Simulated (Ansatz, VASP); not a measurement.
# Two plane-wave programs on Ba3Zn

```xyz
4
Lattice="4.9890 0.0000 0.0000 0.0000 4.9890 0.0000 0.0000 0.0000 4.9890" Properties=species:S:1:pos:R:3 pbc="T T T"
Ba    0.0000    2.4945    2.4945
Ba    2.4945    0.0000    2.4945
Ba    2.4945    2.4945    0.0000
Zn    0.0000    0.0000    0.0000
```

Alike in both runs: task relaxation of cell and atoms; functional PBE; k mesh 4 × 4 × 4; occupations gaussian, width 0.1 eV; no spin polarisation.

```csv
,VASP,Ansatz
version,VASP 6.6.1,Ansatz 0.2.0
potentials or method,"VASP PAW PBE potentials, release 64 (Ba_sv, Zn)","scalar-relativistic, plane waves, PAW"
plane-wave cutoff (eV),600,420
valence electrons in the cell,42,42
```

|  | VASP | Ansatz | Ansatz less VASP |
| --- | --- | --- | --- |
| gap on the k mesh at the Fermi level, each at its own relaxed structure (eV) | none | none | - |
| relaxed volume (Å³/atom) | 47.10 | 45.72 | -1.380 |
| relaxed cell length with the largest relative difference (Å) | 5.733 | 5.676 | -0.0565 |
| energy change over the relaxation (meV/atom) | -331 | -289 | +41.6 |

A gap of «none» marks a metal or a gap that the smearing closes.

Caveats: the volume moved by over 15 % at a fixed basis, so the end points are rough (VASP). Spin-orbit coupling is left out, which matters for the levels of Ba.
